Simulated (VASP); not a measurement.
Write the native input for VASP 6.6.1 that does the following.

```
Task                   : relaxation of cell and atoms
Functional             : PBE
Potentials or basis    : VASP PAW PBE potentials, release 64 (Sc_sv, In_d, Te, Se)
Cutoff                 : 520 eV
k mesh                 : 8 × 8 × 2
Occupations            : gaussian, width 0.1 eV
Spin                   : no spin polarisation
Further INCAR settings : ALGO = Normal; EDIFF = 1e-07; IBRION = 2; POTIM = 0.3; EDIFFG = -0.005; NSW = 60; ISIF = 3
```

The structure of ScInTeSe lies in POSCAR:

```
ScInTeSe                                
1.0
    4.0643629965     -0.0000000000      0.0000000000
   -2.0321814933      3.5198415991      0.0000000000
   -0.0000000000     -0.0000000000     15.8537326632
  Sc              In              Te              Se            
     2     2     2     2
Direct
     1.0000000000000000    0.0000000000000000    0.2637018441738911
     1.0000000000000000    0.0000000000000000    0.7362981558261089
     0.3333333300000021    0.6666666699999979    0.5000000000000000
     0.6666666699999979    0.3333333300000021    0.0000000000000000
     0.3333333300000021    0.6666666699999979    0.1519348325919789
     0.3333333300000021    0.6666666699999979    0.8480651674080212
     0.6666666699999979    0.3333333300000021    0.3549965206588181
     0.6666666699999979    0.3333333300000021    0.6450034793411820
```

The cell was built by a generator and needn't be a form met in nature.

These files were run (other wordings do the same):

INCAR

```
SYSTEM = ScInTeSe
PREC = Accurate ; ENCUT = 520
EDIFF = 1E-7 ; ISMEAR = 0
SIGMA = 0.1 ; LREAL = .False.
LASPH = .True. ; NELM = 120
ALGO = Normal ; ISIF = 3
LWAVE = .False. ; LCHARG = .False.
GGA = PE ; IBRION = 2
NSW = 60 ; EDIFFG = -0.005
POTIM = 0.3 ; KPAR = 4
```

KPOINTS

```
regular mesh
0
Gamma
  8 8 2
  0 0 0
```

Potentials or basis: VASP PAW PBE potentials, release 64 (Sc_sv, In_d, Te, Se).

The run is started by

```bash
$ cat potpaw_PBE.64/Sc_sv/POTCAR potpaw_PBE.64/In_d/POTCAR potpaw_PBE.64/Te/POTCAR potpaw_PBE.64/Se/POTCAR > POTCAR
$ mpirun -np 4 vasp_std > vasp.out
```

Results of the run:

The pressure after relaxing is 0.0 GPa. The largest force after relaxing is 0.004 eV/Å and the band gap on the k mesh is none (metal or under the smearing width).

Caveat: the relaxation stopped at its first step, so nothing moved.

It took 71 s on 4 MPI ranks on Intel(R) Xeon(R) Platinum 8488C (Sapphire Rapids), on a shared host, peak memory 0.44 GiB a rank.
